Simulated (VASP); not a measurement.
Given:

```
AgBiCs2Br6
1.0
    0.00000     5.65454     5.65454
    5.65454     0.00000     5.65454
    5.65454     5.65454     0.00000
Cs Ag Bi Br
2 1 1 6
Direct
  0.75000   0.75000   0.75000
  0.25000   0.25000   0.25000
  0.50000   0.50000   0.50000
  0.00000   0.00000   0.00000
  0.74919   0.25081   0.25081
  0.25081   0.74919   0.74919
  0.25081   0.74919   0.25081
  0.74919   0.25081   0.74919
  0.25081   0.25081   0.74919
  0.74919   0.74919   0.25081
```

All values below come from PBE GGA, VASP's PBE PAW potentials (set 64) (plane waves; VASP 6.6.1). Settings: 300 eV cut-off, 3×3×3 Γ-centred mesh shifted by (0.5, 0.5, 0.5), Gaussian smearing of 0.010 eV, potentials Cs_sv Ag Bi_d Br.

At this cut-off the stress carries a Pulay error, which pulls relaxed volumes low.

Problem. Which forces act on the atoms, in eV/Å?

Solution. 
```
atom      Fx      Fy      Fz
----  ------  ------  ------
Cs1    0.000   0.000   0.000
Cs2    0.000   0.000   0.000
Ag3    0.000   0.000   0.000
Bi4    0.000   0.000   0.000
Br5    0.197   0.000   0.000
Br6   -0.197   0.000   0.000
Br7    0.000   0.197   0.000
Br8    0.000  -0.197   0.000
Br9    0.000   0.000   0.197
Br10   0.000   0.000  -0.197
```

Problem. Give the stress tensor in GPa (positive for a compressed cell).

Solution. 
```
1.13  0.00  0.00
0.00  1.13  0.00
0.00  0.00  1.13
```
The pressure is its mean diagonal, 1.13 GPa.

The structure comes from a computed database's Cs2AgBiBr6 entry; how it stands against other phases isn't given here. The cell was not relaxed at this level.
